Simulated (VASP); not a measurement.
```
CELL_PARAMETERS angstrom
      6.38980     0.00000     0.00000
      3.19490     5.53373     0.00000
      0.00000     0.00000    21.53897
ATOMIC_POSITIONS crystal
  Hf 0.83333 0.33333 0.32445
  Hf 0.33333 0.33333 0.32445
  Hf 0.83333 0.83333 0.32445
  Hf 0.33333 0.83333 0.32445
  Hf 0.00000 0.00000 0.44148
  Hf 0.50000 0.00000 0.44148
  Hf 0.00000 0.50000 0.44148
  Hf 0.50000 0.50000 0.44148
  Hf 0.83333 0.33333 0.55852
  Hf 0.33333 0.33333 0.55852
  Hf 0.83333 0.83333 0.55852
  Hf 0.33333 0.83333 0.55852
  Hf 0.00000 0.00000 0.67555
  Hf 0.50000 0.00000 0.67555
  Hf 0.00000 0.50000 0.67555
  Hf 0.50000 0.50000 0.67555
  F  0.33333 0.33333 0.74007
```

These are PBE GGA, VASP's PBE PAW potentials (set 64) (plane waves; VASP 6.6.1) values and carry that method's errors. Run with PREC = Normal, EDIFF = 1E-5, 400 eV cut-off, 5×5×1 Γ-centred mesh, first-order Methfessel-Paxton smearing of 0.10 eV, potentials Hf F.

At this cut-off the stress carries a Pulay error, which pulls relaxed volumes low.

The ions are relaxed. What does this cell relax into?

```
CELL_PARAMETERS angstrom
      6.38980     0.00000     0.00000
      3.19490     5.53373     0.00000
      0.00000     0.00000    21.53897
ATOMIC_POSITIONS crystal
  Hf 0.83144 0.33712 0.32926
  Hf 0.33333 0.33333 0.33009
  Hf 0.83144 0.83144 0.32926
  Hf 0.33712 0.83144 0.32926
  Hf 0.00000 0.00000 0.43618
  Hf 0.49984 0.00032 0.43820
  Hf 0.00032 0.49984 0.43820
  Hf 0.49984 0.49984 0.43820
  Hf 0.83051 0.33899 0.56117
  Hf 0.33333 0.33333 0.56415
  Hf 0.83051 0.83051 0.56117
  Hf 0.33899 0.83051 0.56117
  Hf 0.00000 0.00000 0.66486
  Hf 0.49987 0.00026 0.67439
  Hf 0.00026 0.49987 0.67439
  Hf 0.49987 0.49987 0.67439
  F  0.33333 0.33333 0.73573
```

How much energy does the relaxation gain?

The energy (σ→0) changes by -43.8 meV/atom, in 12 ionic steps.

```
step  E(σ→0) (eV)  max force (eV/Å)  pressure (GPa)  volume (Å³)
----  -----------  ----------------  --------------  -----------
1       -157.9357             1.316           -2.31       761.61
2       -158.4028             0.975           -1.92       761.61
3       -158.6402             0.233           -1.18       761.61
4       -158.6401             0.233           -1.21       761.61
5       -158.6549             0.238           -1.16       761.61
6       -158.6675             0.244           -1.07       761.61
7       -158.6678             0.246           -1.05       761.61
8       -158.6766             0.078           -0.99       761.61
9       -158.6776             0.085           -0.96       761.61
10      -158.6791             0.030           -0.96       761.61
11      -158.6791             0.038           -0.96       761.61
12      -158.6795             0.017           -0.94       761.61
```

The cell is a thin slab with vacuum, built from Hf (hcp): (001) face, F adsorbed.
